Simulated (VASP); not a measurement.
```
RhB2
1.0
    0.00000     2.52120     2.52120
    2.52120     0.00000     2.52120
    2.52120     2.52120     0.00000
Rh B
1 2
Direct
  0.00000   0.00000   0.00000
  0.25000   0.25000   0.25000
  0.75000   0.75000   0.75000
```

The base run (VASP): PBE GGA, plane waves, VASP's PBE PAW potentials (set 64). Settings: 520 eV cut-off, 9×9×9 Γ-centred mesh, first-order Methfessel-Paxton smearing of 0.10 eV, potentials Rh_pv B.

One setting is varied; ΔE counts from the base run. The base run took about 30 core-seconds. Times come from single runs on busy shared machines, so they are rough: good to a factor of about 2.

Pressures at a finite cut-off, here 520 eV, hold a Pulay part, which wasn't tested here.

```
setting                               cost over the base run  electronic steps  ΔE (meV/atom)  pressure (GPa)
------------------------------------  ----------------------  ----------------  -------------  --------------
KPOINTS 2×2×2 Monkhorst-Pack mesh                  about 1/5                14          118.9          -11.23
KPOINTS 9×9×9 Monkhorst-Pack mesh       within a factor of 2                12            0.0           -6.56
base run                                           reference                12            0.0           -6.56
KPOINTS 11×11×11 Monkhorst-Pack mesh    within a factor of 2                12           -2.3           -6.73
KPOINTS 10×10×10 Monkhorst-Pack mesh                       …                12              …               …
```

### Question
What belongs in the gaps?

### Answer

- KPOINTS 10×10×10 Monkhorst-Pack mesh, cost over the base run: about 3 times
- KPOINTS 10×10×10 Monkhorst-Pack mesh, ΔE (meV/atom): -2.4
- KPOINTS 10×10×10 Monkhorst-Pack mesh, pressure (GPa): -6.70

Left out are runs that failed, have no time on record or changed the cell.

The structure was generated: B2Rh was put into the fluorite type (Fm-3m), which need not be its known phase. The cell was not relaxed at this level.
